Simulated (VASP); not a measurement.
AlC6, 7 atoms in the cell. It takes space group Pm-3m (No. 221, cubic). The conventional cell has a = 3.898 Å, b = 3.898 Å, c = 3.898 Å, α = 90.00°, β = 90.00°, γ = 90.00°. Al (site symmetry m-3m) is surrounded by 24 C at 2.84 Å. C (site symmetry 4mm) is surrounded by 1 C at 1.35 Å. The cell was built by a generator and needn't be a form met in nature. The cell isn't the ideal one: species swapped into the CaB6 type (Pm-3m, No. 221).

* Program: VASP 6.6.1
* Task: relaxation of cell and atoms
* Functional: PBE
* Potentials or basis: VASP PAW PBE potentials, release 64 (Al, C)
* Cutoff: 600 eV
* k mesh: 10 × 10 × 10
* Occupations: gaussian, width 0.1 eV
* Spin: no spin polarisation
* Dipole correction: no
* Further INCAR settings: ALGO = Fast; EDIFF = 1e-07; IBRION = 2; EDIFFG = -0.01; NSW = 100; ISIF = 3

Potentials or basis: VASP PAW PBE potentials, release 64 (Al, C).

Launch:

```sh
$ cat potpaw_PBE.64/Al/POTCAR potpaw_PBE.64/C/POTCAR > POTCAR
$ mpirun -np 1 vasp_std > vasp.out
```

Hardware: 1 thread of Intel(R) Xeon(R) Platinum 8559C (Emerald Rapids), on a shared host.

Question: How long does it take, and how much memory?

Answer: Wall time 100 s on 1 thread of Intel(R) Xeon(R) Platinum 8559C (Emerald Rapids) (shared host), peak memory 0.21 GiB. Counts: scf iterations 55, k points 56, ion steps 5.
